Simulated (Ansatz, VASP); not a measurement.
# InCl3 in two plane-wave programs

Aim: how closely do two programs agree when they are given the same cell, functional and k mesh? The cell is generated by rule, not measured, and may not be a known phase. The cell is taken from a series of runs on this material, whose earlier steps may have relaxed, scaled, displaced or heated it; both programs get it as it stands.

Main program and level: Ansatz 0.2.0; plane waves, with VASP 6.6.1 beside it; single point at PBEsol.

The structure was built from a prototype and need not be the compound's stable phase.

## 1. Set-up

It takes space group Imma (No. 74, orthorhombic). Conventional cell: a = 7.105 Å, b = 10.048 Å, c = 7.105 Å, α = 90.00°, β = 90.00°, γ = 90.00°. Nearest to In lie 6 Cl at 2.55 to 2.58 Å. Nearest to Cl lie 2 In at 2.55 Å. Cl has 2 In at 2.58 Å nearest. Farther neighbours and most contacts between anions are not listed.

## 2. VASP: single point, PBEsol

A single point gives forces, pressure and levels at one fixed geometry, so differences don't come from the geometry; what else differs is listed under the comparison.

Lines of VASP's logs that name or quote its potential files are left out, and so is its time.

Contents of INCAR:

```
SYSTEM = InCl3
PREC = Accurate
ENCUT = 500
EDIFF = 1E-06
NELM = 120
ISMEAR = 1
SIGMA = 0.2
LREAL = .FALSE.
ALGO = Normal
GGA = PS
NBANDS = 42
LORBIT = 11
LWAVE = .FALSE.
LCHARG = .FALSE.
ISIF = 2
LASPH = .TRUE.
GGA_COMPAT = .FALSE.
EFERMI = MIDGAP
KPAR = 2
```

Contents of POSCAR:

```
InCl3
1.0
    5.0239648185      5.0239648185      0.0000000000
    5.0239648185      0.0000000000      5.0239648185
    5.0239648185      0.0000000000     -5.0239648185
In Cl
2 6
Direct
    0.0000000000      0.0000000000      0.0000000000
    0.0000000000      0.5000000000      0.5000000000
    0.0000000000      0.2922240286      0.2077759714
    0.0000000000      0.7077759714      0.7922240286
    0.5000000000      0.7077759714      0.7922240286
    0.5000000000      0.2922240286      0.2077759714
    0.0844480573      0.1655519427      0.6655519427
    0.9155519427      0.8344480573      0.3344480573
```

Contents of KPOINTS:

```
Automatic mesh
0
Gamma
8 8 8
0 0 0
```

The projector-augmented-wave data sets are In_d and Cl (PBE family, release 64).

On the command line:

```sh
mpirun -np 2 vasp_std
```

Numbers of over 12 decimals in the logs are rounded to 6 here.

Log:

```text
[banner, memory and clock lines left out]
running    2 mpi-ranks, on    1 nodes
 distrk:  each k-point on    1 cores,    2 groups
 distr:  one band on    1 cores,    1 groups

 POSCAR found type information on POSCAR InCl
 POSCAR found :  2 types and       8 ions
|                                                                             |
|               ----> ADVICE to this user running VASP <----                  |
|                                                                             |
|     You enforced a specific xc type in the INCAR file but a different       |
|     [... a line on the potential file left out ...]
|     I HOPE YOU KNOW WHAT YOU ARE DOING!                                     |
|                                                                             |

 LDA part: xc-table for (Slater+PW92), standard interpolation
 POSCAR, INCAR and KPOINTS ok, starting setup
 FFT: planning ... GRIDC
 FFT: planning ... GRID_SOFT
 FFT: planning ... GRID
 WAVECAR not read
 entering main loop
       N       E                     dE             d eps       ncg     rms          rms(c)
DAV:   1     0.702630083414E+03    0.70263E+03   -0.28852E+04  7980   0.152E+03
DAV:   2     0.863006510766E+02   -0.61633E+03   -0.59426E+03  9410   0.374E+02
DAV:   3    -0.206922643423E+02   -0.10699E+03   -0.10491E+03  9614   0.173E+02
DAV:   4    -0.268244491966E+02   -0.61322E+01   -0.60959E+01  9840   0.478E+01
DAV:   5    -0.271480823945E+02   -0.32363E+00   -0.32346E+00 12376   0.106E+01    0.979E+00
DAV:   6    -0.255605766293E+02    0.15875E+01   -0.26988E+00 11492   0.228E+01    0.673E+00
DAV:   7    -0.253797180970E+02    0.18086E+00   -0.86874E-01 12424   0.116E+01    0.275E+00
DAV:   8    -0.253799172469E+02   -0.19915E-03   -0.23341E-01 12588   0.429E+00    0.714E-01
DAV:   9    -0.253789999067E+02    0.91734E-03   -0.10339E-02 12536   0.114E+00    0.274E-01
DAV:  10    -0.253791146712E+02   -0.11476E-03   -0.17559E-03 12534   0.407E-01    0.117E-01
DAV:  11    -0.253740297469E+02    0.50849E-02   -0.44188E-04 12584   0.199E-01    0.956E-02
DAV:  12    -0.253739614425E+02    0.68304E-04   -0.14658E-05 11070   0.307E-02    0.914E-02
DAV:  13    -0.253736653685E+02    0.29607E-03   -0.17837E-04 13014   0.113E-01    0.674E-02
DAV:  14    -0.253736598478E+02    0.55207E-05   -0.93436E-05  9542   0.396E-02    0.700E-02
[...]
DAV:  20    -0.253736882820E+02   -0.33629E-04   -0.65540E-06  9152   0.121E-02    0.295E-01
DAV:  21    -0.253735897161E+02    0.98566E-04   -0.32522E-05  9700   0.332E-02    0.244E-01
DAV:  22    -0.253735382072E+02    0.51509E-04   -0.33734E-05 11952   0.306E-02    0.207E-01
DAV:  23    -0.253735145554E+02    0.23652E-04   -0.83983E-06  9470   0.135E-02    0.184E-01
DAV:  24    -0.253734938717E+02    0.20684E-04   -0.42541E-06  8100   0.970E-03    0.162E-01
DAV:  25    -0.253734200027E+02    0.73869E-04   -0.19061E-04  9410   0.628E-02    0.111E-02
DAV:  26    -0.253734212182E+02   -0.12155E-05   -0.10664E-05 10206   0.195E-02    0.780E-03
DAV:  27    -0.253734212111E+02    0.71113E-08   -0.23761E-07  5454   0.332E-03
   1 F= -.25373421E+02 E0= -.25381076E+02  d E =0.229643E-01
```

OUTCAR, selected parts (step 2):

```text
ion  position               nearest neighbor table
   1  0.000  0.000  0.000-   3 2.55   4 2.55   5 2.55   6 2.55   8 2.58   7 2.58
   2  0.000  0.500  0.500-   3 2.55   4 2.55   6 2.55   5 2.55   8 2.58   7 2.58
   3  0.000  0.292  0.208-   1 2.55   2 2.55
   4  0.000  0.708  0.792-   1 2.55   2 2.55
   5  0.500  0.708  0.792-   2 2.55   1 2.55
   6  0.500  0.292  0.208-   1 2.55   2 2.55
   7  0.084  0.166  0.666-   1 2.58   2 2.58
   8  0.916  0.834  0.334-   1 2.58   2 2.58

  LATTYP: Found a face centered cubic cell.
 ALAT       =    10.0479296370

 Subroutine GETGRP returns: Found  8 space group operations
 (whereof  4 operations were pure point group operations)

The static configuration has the point symmetry C_2h.
 The point group associated with its full space group is D_2h.

 Found     95 irreducible k-points:

   k-points           NKPTS =     95   k-points in BZ     NKDIM =     95   number of bands    NBANDS=     42

   dimension x,y,z NGX =    54 NGY =   54 NGZ =   54
   dimension x,y,z NGXF=   108 NGYF=  108 NGZF=  108

   ENCUT  =  500.0 eV  36.75 Ry    6.06 a.u.  12.95 12.95 12.95*2*pi/ulx,y,z

   NELECT =      68.0000    total number of electrons

 k-points in reciprocal lattice and weights: Automatic mesh
   0.00000000  0.00000000  0.00000000       0.002
   0.12500000  0.00000000  0.00000000       0.008
   0.00000000 -0.12500000  0.12500000       0.004
   0.25000000  0.00000000  0.00000000       0.008
   0.00000000 -0.25000000  0.25000000       0.004
   0.37500000  0.00000000  0.00000000       0.008
   0.00000000 -0.37500000  0.37500000       0.004
   0.50000000  0.00000000  0.00000000       0.004
   0.00000000  0.50000000  0.50000000       0.002
[...]
-0.25000000  0.25000000  0.25000000       0.008
   0.50000000  0.25000000 -0.25000000       0.004

 average (electrostatic) potential at core
       1-100.6268       2-100.6268       3 -94.5457       4 -94.5457       5 -94.5457
       6 -94.5457       7 -94.5010       8 -94.5010

 E-fermi :  -0.6683

 k-point     1 :       0.0000    0.0000    0.0000
  band No.  band energies     occupation
    ...
     30      -1.2498      2.00031
     31      -1.2489      2.00032
     32      -1.1748      2.00200
     33      -0.8021      1.89713
     34      -0.6900      1.18227
     35       0.0629     -0.00000
     36       4.7201      0.00000
     37       4.7380      0.00000
     38       4.8650      0.00000
     39       5.4317      0.00000
    ...

 k-point     2 :       0.1250    0.0000    0.0000
  band No.  band energies     occupation
    ...
     30      -1.2653      2.00020
     31      -1.2560      2.00026
     32      -1.1943      2.00127
     33      -0.8269      1.97633
     34      -0.7707      1.75283
     35       0.2422     -0.00000
     36       4.3526      0.00000
     37       4.8206      0.00000
     38       4.8911      0.00000
     39       6.0753      0.00000
    ...

 k-point     3 :       0.0000   -0.1250    0.1250
  band No.  band energies     occupation
    ...
     30      -1.2753      2.00015
     31      -1.2464      2.00034
     32      -1.2020      2.00106
     33      -0.8368      2.00023
     34      -0.6880      1.16578
     35       0.2092     -0.00000
     36       4.4141      0.00000
     37       4.7963      0.00000
     38       4.9510      0.00000
     39       5.9353      0.00000
    ...

  Total       -2.6004183     -2.6004183     -4.3489771      0.1739979      0.0000000      0.0000000
  in kB      -16.4279751    -16.4279751    -27.4743826      1.0992205      0.0000000      0.0000000
  external PRESSURE =     -20.1101109 kB  Pullay stress =       0.0000000 kB

  energy-cutoff  :      500.00
  volume of cell :      253.61
      direct lattice vectors                 reciprocal lattice vectors
     5.023964818  5.023964818  0.000000000     0.000000000  0.199045980  0.000000000
     5.023964818  0.000000000  5.023964818     0.099522990 -0.099522990  0.099522990
     5.023964818  0.000000000 -5.023964818     0.099522990 -0.099522990 -0.099522990

 POSITION                                       TOTAL-FORCE (eV/Angst)
 -----------------------------------------------------------------------------------
      0.00000      0.00000      0.00000        -0.000000      0.000000      0.000000
      5.02396      0.00000      0.00000        -0.000000      0.000000      0.000000
      2.51198      0.00000      0.42426        -0.000000      0.000000      0.149793
      7.53595      0.00000     -0.42426        -0.000000      0.000000     -0.149793
     10.04793      2.51198     -0.42426        -0.000000      0.000000     -0.149793
      5.02396      2.51198      0.42426        -0.000000      0.000000      0.149793
      4.59970      0.42426     -2.51198        -0.023945      0.023945      0.000000
     10.47219      4.59970      2.51198         0.023945     -0.023945      0.000000
 -----------------------------------------------------------------------------------
    total drift:                                0.000000     -0.000000      0.000000

  FREE ENERGIE OF THE ION-ELECTRON SYSTEM (eV)
  ---------------------------------------------------
  free  energy   TOTEN  =       -25.3734212111 eV

  energy  without entropy=      -25.3963855062  energy(sigma->0) =      -25.38107598

 total charge
# of ion       s       p       d       tot
------------------------------------------
    1        0.670   0.518   9.966  11.153
    2        0.670   0.518   9.966  11.153
    3        1.589   3.490   0.000   5.079
    4        1.589   3.490   0.000   5.079
    5        1.589   3.490   0.000   5.079
    6        1.589   3.490   0.000   5.079
    7        1.590   3.477   0.000   5.067
    8        1.590   3.477   0.000   5.067
--------------------------------------------------
tot         10.874  21.951  19.932  52.756

[... 3 further parts left out ...]
```

Methfessel-Paxton smearing is not meant for a cell with a gap.

## 3. Ansatz: single point, PBEsol

Ansatz runs on its default PAW (the set named soft_2) files.

The same cell, functional, mesh and smearing now go to Ansatz, which takes its cutoff from its data sets.

Contents of input.yaml:

```yaml
crystal:
  lattice:
    - [5.0239648185, 5.0239648185, 0.0]
    - [5.0239648185, 0.0, 5.0239648185]
    - [5.0239648185, 0.0, -5.0239648185]
  atoms:
    - { symbol: In, position: [0.0, 0.0, 0.0] }
    - { symbol: In, position: [0.0, 0.5, 0.5] }
    - { symbol: Cl, position: [0.0, 0.2922240286, 0.2077759714] }
    - { symbol: Cl, position: [0.0, 0.7077759714, 0.7922240286] }
    - { symbol: Cl, position: [0.5, 0.7077759714, 0.7922240286] }
    - { symbol: Cl, position: [0.5, 0.2922240286, 0.2077759714] }
    - { symbol: Cl, position: [0.0844480573, 0.1655519427, 0.6655519427] }
    - { symbol: Cl, position: [-0.0844480573, 0.8344480573, 0.3344480573] }
kpoints:
  mp_grid: { grid: [8, 8, 8] }
hamiltonian:
  xc: pbesol
scf:
  occupations: { method: methfessel_paxton, width: 0.2 }
output:
  forces: true
  stress: true
  eigenvalues: true
```

On the command line:

```sh
ansatz run input.yaml --threads 4 --pin off --max-ram 7168MiB --backend cpu --events-out ev --progress --plain --runs-dir out
```

Log:

```text
Engine: ansatz 0.2.0, aarch64-unknown-linux-gnu
Pseudopotentials: kind: paw
Pseudopotential: In, paw, valence charge 13, recommended cutoff 420 eV (normal), In.paw.azcp
Pseudopotential: Cl, paw, valence charge 7, recommended cutoff 420 eV (normal), Cl.paw.azcp
Functional definition: PBEsol
  exchange = pbesol_x
  correlation = pbesol_c
Crystal: 8 atoms, lattice volume = 253.612 Å³
Basis set: ecut = 420 eV, 4957 PW (Γ), exchange–correlation on 96×96×96 points (8 copies of the dense FFT grid, shifted against one another)
Bands: 42, of which v1, the nominal top of the filled ones, is band 34 counted from 1 (33 counted from 0)
Symmetry: 8 space group operations
Space group: Imma (ITA 74), of the structure as read, at distance tolerance 6.3e-5 Å
k-points: 95 of 512
Non-local potential: In, projectors of the file, l = 0: 2, l = 1: 2, l = 2: 2, l = 3: 2
Non-local potential: Cl, projectors of the file, l = 0: 2, l = 1: 2, l = 2: 2
PAW form: soft (Blöchl's): semilocal exchange-correlation on the pseudo side does not see the compensation charge
PAW frozen core: In, regenerated for the run's functional, and the local potential with it (the file was generated under x = pbe(κ = 0.804, μ = 0.219515), c = pbe(β = 0.066725))
PAW frozen core: Cl, regenerated for the run's functional, and the local potential with it (the file was generated under x = pbe(κ = 0.804, μ = 0.219515), c = pbe(β = 0.066725))
PAW one-centre angular grid: In, 590 points (default); XC on 64 Gauss nodes
PAW one-centre angular grid: Cl, 110 points (default); XC on 64 Gauss nodes
Initial density: superposition of atomic densities (neutral atoms: chi_scale 0, normalization atom), corrected by the library's trained network
Initial wavefunctions: pseudopotential atomic-orbital guess
Functional: x = pbesol(κ = 0.804, μ = 0.123457), c = pbesol(β = 0.046)
SCF iter   1: F=—  HF=-17423.115464 eV  |F-HF|=—  |Δ(HF+E_count)|=         —  Δρ=4.11e-3  dr2=5.33e-2  ethr=1.77e-3  ⟨swp⟩=8.5  Hψ=17685  notcnv=0
preconditioner: auto → Resta (q_TF=auto, 2.191 Å⁻¹)  ε∞=3.0  [insulator: Δε(μ)=0.707 eV  Ē_g=13.519 eV  σ=0.200 eV  W_gap=1.04  n_scr=58 (ndim 8)  ℏωp=19.2 eV  f_vac=0.217  D(μ)=-0.02/eV (n_scr^D=0)  ε∞_Penn≈3.0]
SCF iter   2: F=—  HF=-17423.100670 eV  |F-HF|=—  |Δ(HF+E_count)|=   1.48e-2  S|Δr|=    0.00e0  Δρ=1.43e-3  dr2=5.51e-3  ethr=7.84e-5  ⟨swp⟩=2.6  Hψ=7611  notcnv=0
SCF iter   3: F=—  HF=-17423.099084 eV  |F-HF|=—  |Δ(HF+E_count)|=   1.59e-3  S|Δr|=    0.00e0  Δρ=3.50e-4  dr2=2.40e-4  ethr=8.10e-6  ⟨swp⟩=3.0  Hψ=8342  notcnv=0
automatic band count: iteration 3 solves 41 bands in place of 42: the levels show a gap, and the empty bands left out lie too high to hold charge; the band table lists the bands solved (type scf.n_extra_bands for more)
SCF iter   4: F=—  HF=-17423.099129 eV  |F-HF|=—  |Δ(HF+E_count)|=   4.53e-5  S|Δr|=    0.00e0  Δρ=9.17e-5  dr2=2.96e-5  ethr=3.53e-7  ⟨swp⟩=2.1  Hψ=5572  notcnv=0
SCF iter   5: F=—  HF=-17423.099020 eV  |F-HF|=—  |Δ(HF+E_count)|=   1.09e-4  S|Δr|=    0.00e0  Δρ=2.18e-5  dr2=2.59e-6  ethr=4.35e-8  ⟨swp⟩=2.0  Hψ=5116  notcnv=0
SCF iter   6: F=—  HF=-17423.099024 eV  |F-HF|=—  |Δ(HF+E_count)|=   4.02e-6  S|Δr|=    0.00e0  Δρ=9.33e-6  dr2=3.66e-7  ethr=3.81e-9  ⟨swp⟩=2.9  Hψ=7207  notcnv=0
SCF iter   7: F=-17423.099024 eV  HF=-17423.099024 eV  |F-HF|=3.99e-8  |Δ(HF+E_count)|=   3.89e-7  S|Δr|=    0.00e0  Δρ=2.92e-6  dr2=3.03e-8  ethr=1.47e-10  ⟨swp⟩=11.8  Hψ=17793  notcnv=0
SCF 1 converged in 7 iterations: F = -17423.099024 eV  dr2 = 3.03e-8
  greatest PAW one-centre occupation: 0.986 electrons in one spin orbital (limit 2), on the In atom at site 1 (counted from 0), in its partial waves of l = 2
SCF converged after 7 iterations
Stability not checked: this state was not tested for a lower state beside it, because cold or Methfessel-Paxton smearing, or corrected tetrahedra, fill the levels in a way that the test cannot read (fill_not_monotonic; see scf.lower_state_search)
Free energy (F): -17423.099024 eV
Harris-Foulkes:  -17423.099024 eV  (|F-HF|=3.99e-8)
Internal energy: -17423.099527 eV  (E = F + TS)
E sigma→0 (E₀):  -17423.099150 eV
Entropy (-TS):   0.000502 eV (0.063 meV/atom)
Fermi energy:    1.052678 eV
Step filling:    the computed levels leave a gap of 0.7073 eV = 3.5 smearing widths at the electron count; against every level under it full and every level over it empty, smearing changes F+E_penalty+E_count by +0.055 meV and its σ→0 estimate by -0.071 meV
--- Per-component energies (eV) ---
  E_band       = -448.189913
  E_kinetic    = 1445.881746
  E_local      = -5499.440147  (includes V_loc(G=0)·N_el)
  E_nonlocal   = 916.033748
  E_hartree    = 2104.593431
  E_xc         = -1054.148542
  E_vxc        = -917.151979  (∫ρ·V_xc dr)
  E_paw        = -12027.643760  (= ΣΔE_a)
  E_vpaw       = -602.703956  (= ΣTr[D̂ρ^β])
  E_aug_tail   = 0.000611  (compensation charges beyond the density's cutoff)
  E_ewald      = -3309.319010
  E_core_change = 0.942398  (= ΣΔE_core)
  E_smearing   = 0.000502  (= −TS)
  E_closure    = 0.000000  (closes the sum)
  Σ components = -17423.099024   (vs F -17423.099024, Δ=0.00e0)
--- Forces (eV/Å), atoms counted from 1 ---
  atom   1  In     0.00000000     0.00000000     0.00000000
  atom   2  In     0.00000000     0.00000000     0.00000000
  atom   3  Cl    -0.00000000     0.00000000     0.14624819
  atom   4  Cl    -0.00000000     0.00000000    -0.14624819
  atom   5  Cl     0.00000000     0.00000000    -0.14624819
  atom   6  Cl     0.00000000     0.00000000     0.14624819
  atom   7  Cl    -0.02411588     0.02411588     0.00000000
  atom   8  Cl     0.02411588    -0.02411588     0.00000000
  max |Σ_I F_I| component: 2.78e-17 eV/Å
--- Stress (GPa, compression-positive) ---
       -1.623477       0.132088       0.000000
        0.132088      -1.623477       0.000000
        0.000000       0.000000      -2.634892
  P = ⅓ Tr σ = -1.9606 GPa (-19.606 kbar)
--- Band table (eV; the first three rows and the last of 95) ---
  k-point 0: bands = [... 30 lower, 0.0483, 0.0720, 0.4619, 0.6121, 1.3233, 5.9664, 5.9756, 6.1120, ... 3 higher]
  k-point 1: bands = [... 30 lower, 0.0524, 0.0700, 0.4464, 0.5856, 1.4265, 5.4689, 6.1328, 6.2804, ... 3 higher]
  k-point 2: bands = [... 30 lower, 0.0683, 0.1216, 0.3976, 0.5139, 1.7584, 4.6827, 6.5754, 6.7436, ... 3 higher]
  k-point 94: bands = [... 30 lower, -0.0256, -0.0256, 0.2168, 0.2168, 3.9026, 3.9026, 6.9242, 6.9242, ... 3 higher]
```

The column dr2 measures how far the density is from self-consistency, as an energy; F and HF (Harris–Foulkes) agree once it is small.

The run ends at a pressure of -1.96 GPa, with forces up to 0.15 eV/Å.

## 4. Comparison

Known differences besides the potentials themselves: the cutoff is 420 eV in Ansatz and 500 eV in VASP; Ansatz makes its cores anew for this functional, VASP keeps those of its PBE data sets. Total energies have different zeros and are not compared.

Compared:

```csv
quantity,Ansatz,VASP,difference
pressure (GPa),-1.96,-2.01,+0.05
gap on the k mesh (eV),0.707,0.747,-0.040
```

Forces (eV/Å; atoms numbered as in POSCAR):

```csv
atom,"Ansatz x, y, z","VASP x, y, z"
In1,"0.000, 0.000, 0.000","0.000, 0.000, 0.000"
In2,"0.000, 0.000, 0.000","0.000, 0.000, 0.000"
Cl3,"0.000, 0.000, 0.146","0.000, 0.000, 0.150"
Cl4,"0.000, 0.000, -0.146","0.000, 0.000, -0.150"
Cl5,"0.000, 0.000, -0.146","0.000, 0.000, -0.150"
Cl6,"0.000, 0.000, 0.146","0.000, 0.000, 0.150"
Cl7,"-0.024, 0.024, 0.000","-0.024, 0.024, 0.000"
Cl8,"0.024, -0.024, 0.000","0.024, -0.024, 0.000"
```

The forces differ by 1.4 meV/Å r.m.s., which is 2.3 % of the r.m.s. force of 0.062 eV/Å (both taken over all components). A gap on the mesh is an upper bound, since the band edges may lie between its points.

## 5. Summary of results

| Property | Result |
| --- | --- |
| r.m.s. force difference (single point, PBEsol) | 1.4 meV/Å |

The r.m.s. force difference is 1.4 meV/Å (single point, PBEsol), within the 12 meV/Å picked in this series as the mark of a large difference. Such differences can come from data sets, numerical settings and the points named under the comparisons, not from the functional's error against experiment.

[Lines on the potential files, build, host, timing and source positions are cut from VASP's logs without a mark.]

[Logs are printed without paths, hosts, clocks, repeated set-up lines and the standing remarks that a program may print on its own settings, such as how far it seeks lower states.]

[Hosts, paths, dates, database ids (printed as entryN), source tags and the programs' standing remarks are cut or masked in the printed files.]
